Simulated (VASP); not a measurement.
Input:

```
AlN
1.0
    0.00000     2.19000     2.19000
    2.19000     0.00000     2.19000
    2.19000     2.19000     0.00000
Al N
1 1
Direct
  0.00000   0.00000   0.00000
  0.25000   0.25000   0.25000
```

The numbers are results of G0W0 on PBE orbitals, VASP's PBE PAW potentials (set 64) (plane waves; VASP), not measurements. Numerical set-up: PREC = Normal, 500 eV cut-off, 6×6×6 Γ-centred mesh, Gaussian smearing of 0.010 eV, potentials Al_GW N_GW_new.

The mesh is coarse and the basis finite, so the quasiparticle values are not converged.

NBANDS = 128, ENCUTGW = 180 eV, NOMEGA = 64. The PBE levels (eV) that the step starts from are:

```
state                           KS energy  filling
------------------------------  ---------  -------
k1 (0.00, 0.00, 0.00), band 1       -9.36        2
k1 (0.00, 0.00, 0.00), band 2        5.58        2
k1 (0.00, 0.00, 0.00), band 3        5.58        2
k1 (0.00, 0.00, 0.00), band 4        5.58        2
k1 (0.00, 0.00, 0.00), band 5        9.70        0
k1 (0.00, 0.00, 0.00), band 6       18.04        0
k1 (0.00, 0.00, 0.00), band 7       18.04        0
k1 (0.00, 0.00, 0.00), band 8       18.04        0
k3 (0.33, 0.00, 0.00), band 1       -7.99        2
k3 (0.33, 0.00, 0.00), band 2        1.05        2
k3 (0.33, 0.00, 0.00), band 3        5.21        2
k3 (0.33, 0.00, 0.00), band 4        5.21        2
k3 (0.33, 0.00, 0.00), band 5       12.51        0
k3 (0.33, 0.00, 0.00), band 6       15.91        0
k3 (0.33, 0.00, 0.00), band 7       17.24        0
k3 (0.33, 0.00, 0.00), band 8       17.24        0
k10 (0.33, 0.33, 0.00), band 1      -7.56        2
k10 (0.33, 0.33, 0.00), band 2       1.70        2
k10 (0.33, 0.33, 0.00), band 3       4.19        2
k10 (0.33, 0.33, 0.00), band 4       4.19        2
k10 (0.33, 0.33, 0.00), band 5      10.37        0
k10 (0.33, 0.33, 0.00), band 6      14.89        0
k10 (0.33, 0.33, 0.00), band 7      17.81        0
k10 (0.33, 0.33, 0.00), band 8      20.28        0
```

**Question.** Give the quasiparticle energies and renormalisation factors Z.

**Answer.** 
```csv
state,QP energy (eV),Z
"k1 (0.00, 0.00, 0.00), band 1",-10.89,0.73
"k1 (0.00, 0.00, 0.00), band 2",4.56,0.77
"k1 (0.00, 0.00, 0.00), band 3",4.56,0.77
"k1 (0.00, 0.00, 0.00), band 4",4.56,0.77
"k1 (0.00, 0.00, 0.00), band 5",10.35,0.81
"k1 (0.00, 0.00, 0.00), band 6",18.94,0.80
"k1 (0.00, 0.00, 0.00), band 7",18.94,0.80
"k1 (0.00, 0.00, 0.00), band 8",18.94,0.80
"k3 (0.33, 0.00, 0.00), band 1",-9.43,0.72
"k3 (0.33, 0.00, 0.00), band 2",-0.24,0.73
"k3 (0.33, 0.00, 0.00), band 3",4.14,0.77
"k3 (0.33, 0.00, 0.00), band 4",4.14,0.77
"k3 (0.33, 0.00, 0.00), band 5",13.28,0.80
"k3 (0.33, 0.00, 0.00), band 6",16.75,0.77
"k3 (0.33, 0.00, 0.00), band 7",18.01,0.80
"k3 (0.33, 0.00, 0.00), band 8",18.01,0.80
"k10 (0.33, 0.33, 0.00), band 1",-8.98,0.72
"k10 (0.33, 0.33, 0.00), band 2",0.45,0.74
"k10 (0.33, 0.33, 0.00), band 3",3.02,0.77
"k10 (0.33, 0.33, 0.00), band 4",3.02,0.77
"k10 (0.33, 0.33, 0.00), band 5",10.88,0.82
"k10 (0.33, 0.33, 0.00), band 6",15.63,0.82
"k10 (0.33, 0.33, 0.00), band 7",18.82,0.77
"k10 (0.33, 0.33, 0.00), band 8",21.20,0.76
```
On the mesh the gap opens from 3.31 to 4.74 eV.

The compound is AlN in the zinc blende structure, a metastable form; wurtzite is the usual one. The cell was not relaxed at this level.
